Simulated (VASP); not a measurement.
Zr2B2O7: single point with r2SCAN

Zr2B2O7:

```
CELL_PARAMETERS angstrom
3.20233 4.11400 0.04228
3.20233 -4.11400 0.04228
0.95988 0.00000 -4.21101
ATOMIC_POSITIONS crystal
O 0.38287 0.08846 0.77516
O 0.91154 0.61713 0.22484
O 0.61713 0.91154 0.22484
O 0.08846 0.38287 0.77516
O 0.00000 0.00000 0.50000
O 0.37482 0.37482 0.29088
O 0.62518 0.62518 0.70912
Zr 0.30487 0.69513 0.00000
Zr 0.69513 0.30487 0.00000
B 0.20467 0.20467 0.58129
B 0.79533 0.79533 0.41871
```

The cell was built by a generator and needn't be a form met in nature.

```yaml
Program: VASP 6.6.1
Task: single point
Functional: r2SCAN
Potentials_or_basis: VASP PAW PBE potentials, release 64 (O, Zr_sv, B)
Cutoff: 520 eV
k_mesh: 4 × 4 × 4
Occupations: methfessel-paxton, width 0.1016 eV
Spin: no spin polarisation
```

The pressure is 0.6 GPa, the largest force is 0.063 eV/Å and the band gap on the k mesh is 3.54 eV, indirect (least direct gap 3.91 eV).

Forces in eV/Å, atoms in the order of the input:
```
O    0.034  0.041 -0.028
O   -0.034  0.041  0.028
O   -0.034 -0.041  0.028
O    0.034 -0.041 -0.028
O    0.000  0.000  0.000
O    0.040  0.000  0.049
O   -0.040  0.000 -0.049
Zr   0.000 -0.004  0.000
Zr   0.000  0.004  0.000
B   -0.034  0.000  0.013
B    0.034  0.000 -0.013
```

Stress tensor (GPa, compression positive):
```
0.61 0.00 0.16
0.00 0.62 0.00
0.16 0.00 0.57
```

Levels at points of the mesh, in eV from the valence-band top:
| k point | band 32 | band 33 | band 34 | band 35 | band 36 | band 37 | band 38 | band 39 | band 40 | band 41 |
| --- | --- | --- | --- | --- | --- | --- | --- | --- | --- | --- |
| (0.00, 0.00, 0.00) | -1.13 | -1.05 | -0.74 | -0.64 | 0.00 | 4.20 | 4.44 | 4.95 | 5.17 | 5.57 |
| (0.50, 0.00, 0.00) | -1.49 | -1.40 | -0.64 | -0.60 | -0.26 | 4.25 | 4.25 | 5.21 | 5.42 | 5.45 |
| (0.50, 0.50, 0.00) | -1.43 | -1.26 | -1.16 | -0.98 | -0.36 | 3.54 | 4.47 | 4.86 | 5.21 | 5.48 |
| (0.00, 0.00, 0.50) | -1.33 | -1.27 | -0.57 | -0.37 | -0.24 | 4.66 | 4.73 | 4.91 | 5.49 | 5.49 |
| (0.50, 0.00, 0.50) | -1.18 | -1.02 | -0.91 | -0.74 | -0.07 | 4.73 | 4.74 | 5.03 | 5.22 | 5.58 |
| (0.50, 0.50, 0.50) | -1.16 | -0.93 | -0.86 | -0.38 | -0.18 | 4.15 | 4.24 | 5.20 | 5.43 | 5.74 |

Wall time 4.7 min on 1 thread of Intel(R) Xeon(R) Platinum 8488C (Sapphire Rapids) (shared host), peak memory 0.29 GiB.

Caveat: the PAW data sets were made with another functional, which shifts forces and pressure a little. r2SCAN opens gaps a little over a GGA but as a rule still falls short of measured ones.
